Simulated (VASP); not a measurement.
Energy against volume of MgH2 (rutile). All values below come from AM05 GGA, VASP's PBE PAW potentials (set 64) (plane waves; VASP). Numerical set-up: 520 eV cut-off, 5×5×7 Γ-centred mesh, Gaussian smearing of 0.050 eV, potentials Mg H.

Shape and ions are relaxed at each volume.

```tsv
V (Å³/atom)	E (eV/atom)
9.541	-2.86914
9.845	-2.87384
10.150	-2.87534
10.454	-2.87408
```

Problem. Fit these four points and predict the energy of the run at 10.758 Å³/atom.

Solution. A cubic in V^(−2/3), the third-order Birch-Murnaghan form, passes through the four points with V0 = 10.16 Å³/atom and B0 = 48 GPa, and gives -2.8704 eV/atom there. The run gave -2.8704 eV/atom, +0.0 meV/atom from the fit; all five points give B0 = 48 GPa.

The compound is MgH2 in the rutile structure. It was relaxed first.
